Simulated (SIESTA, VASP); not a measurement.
VASP ran on this input.

**POSCAR**
```
SrNiF6
1.0
  3.6309870000   2.0963510000   2.2525880000
 -3.6309870000   2.0963510000   2.2525880000
  0.0000000000  -4.1927030000   2.2525880000
Sr Ni F
1 1 6
Direct
  0.5000000000   0.5000000000   0.5000000000
  0.0000000000   0.0000000000   0.0000000000
  0.7221000000   0.7221000000   0.0679500000
  0.2779000000   0.2779000000   0.9320500000
  0.0679500000   0.7221000000   0.7221000000
  0.9320500000   0.2779000000   0.2779000000
  0.7221000000   0.0679500000   0.7221000000
  0.2779000000   0.9320500000   0.2779000000
```

### KPOINTS
```
Automatic mesh
0
Gamma
7 7 7
0 0 0
```

**INCAR**
```
SYSTEM = SrNiF6
PREC = Accurate
ENCUT = 400
EDIFF = 1E-6
NELM = 100
ALGO = Normal
LREAL = .FALSE.
LASPH = .TRUE.
ISMEAR = 0
SIGMA = 0.01
GGA = PS
LMAXMIX = 4
LWAVE = .FALSE.
LCHARG = .FALSE.
ISIF = 2
```

POTCAR, in this order: Sr_sv Ni F (PBE.64 set). Program: vasp_std.

**Question.** Write an input for SIESTA that does the same calculation.

**Answer.** One input that does it (GGA PBEsol, numerical atomic orbitals DZP, PseudoDojo PBEsol standard norm-conserving potentials (rewritten from UPF to PSML)):
```
# files in the folder: Sr.psml Ni.psml F.psml (PseudoDojo PBEsol standard)
SystemName  SrNiF6
SystemLabel srnif6

NumberOfAtoms                8
NumberOfSpecies              3
%block ChemicalSpeciesLabel
  1 38 Sr
  2 28 Ni
  3 9 F
%endblock ChemicalSpeciesLabel
LatticeConstant              1.0 Ang
%block LatticeVectors
     3.630987000    2.096351000    2.252588000
    -3.630987000    2.096351000    2.252588000
     0.000000000   -4.192703000    2.252588000
%endblock LatticeVectors
AtomicCoordinatesFormat      Ang
%block AtomicCoordinatesAndAtomicSpecies
     0.000000000   -0.000000500    3.378882000  1
     0.000000000    0.000000000    0.000000000  2
     0.000000000    2.742655945    3.406250944  3
    -0.000000000   -2.742656945    3.351513056  3
    -2.375210146   -1.371328729    3.406250944  3
     2.375210146    1.371327729    3.351513056  3
     2.375210146   -1.371328729    3.406250944  3
    -2.375210146    1.371327729    3.351513056  3
%endblock AtomicCoordinatesAndAtomicSpecies

XC.functional                GGA
XC.authors                   PBEsol
PAO.BasisSize                DZP
PAO.EnergyShift              0.01 Ry
MeshCutoff                   300 Ry
%block kgrid.MonkhorstPack
    7   0   0  0.0
    0   7   0  0.0
    0   0   7  0.0
%endblock kgrid.MonkhorstPack
OccupationFunction           FD
ElectronicTemperature        10 K

MaxSCFIterations             150
SCF.Mixer.Method             Pulay
SCF.Mixer.Weight             0.1
SCF.Mixer.History            6
SCF.DM.Tolerance             1.0E-05
Diag.ParallelOverK           true
WriteForces                  true
```
The two runs describe the same crystal, functional and task. Each code takes its own potentials, basis and convergence tests.

Fixed occupations appear in VASP as a very narrow Gaussian smearing.

The structure comes from a computed database's SrNiF6 entry; how it stands against other phases isn't given here. The cell was not relaxed at this level, and it may have been scaled.
